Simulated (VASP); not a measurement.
Wanted: the native input for a VASP 6.6.1 run.

| Item | Value |
| --- | --- |
| Task | single point |
| Functional | PBE |
| Potentials or basis | VASP PAW PBE potentials, release 64 (Ba_sv, C) |
| Cutoff | 520 eV |
| k mesh | 6 × 6 × 4 |
| Occupations | gaussian, width 0.1 eV |
| Spin | no spin polarisation |
| Dipole correction | no |
| Further INCAR settings | ALGO = Fast; EDIFF = 1e-06; NBANDS = 19 |

The structure of Ba2C lies in POSCAR:

```
Ba2C
1.0
    4.1578231023      0.0000000000      0.0000000000
   -2.0789115511      3.6007804310      0.0000000000
    0.0000000000      0.0000000000      7.4566876702
Ba C
2 1
Direct
    0.3333333333      0.6666666667      0.7017033584
    0.6666666667      0.3333333333      0.2982966416
    0.0000000000      0.0000000000      0.5000000000
```

The cell was built by a generator and needn't be a form met in nature.

These files were run (other wordings do the same):

INCAR

```
PREC = Accurate ; ENCUT = 520
EDIFF = 1E-6 ; ISMEAR = 0
SIGMA = 0.1 ; LREAL = False
LASPH = True ; NELM = 100
ALGO = Fast ; ISIF = 2
LWAVE = False ; LCHARG = False
GGA = PE ; NBANDS = 19
```

KPOINTS

```
regular mesh
0
Gamma
  6 6 4
```

Potentials or basis: VASP PAW PBE potentials, release 64 (Ba_sv, C).

Run with:

```console
$ cat potpaw_PBE.64/Ba_sv/POTCAR potpaw_PBE.64/C/POTCAR > POTCAR
$ mpirun -np 1 vasp_std > vasp.out
```

It gave:

The pressure is 0.9 GPa and the largest force is 0.146 eV/Å. The band gap on the k mesh is none (metal or under the smearing width).

It took 44 s on 1 thread of AMD EPYC 9R45 96-Core Processor (Zen 5), on a shared host, peak memory 0.21 GiB.
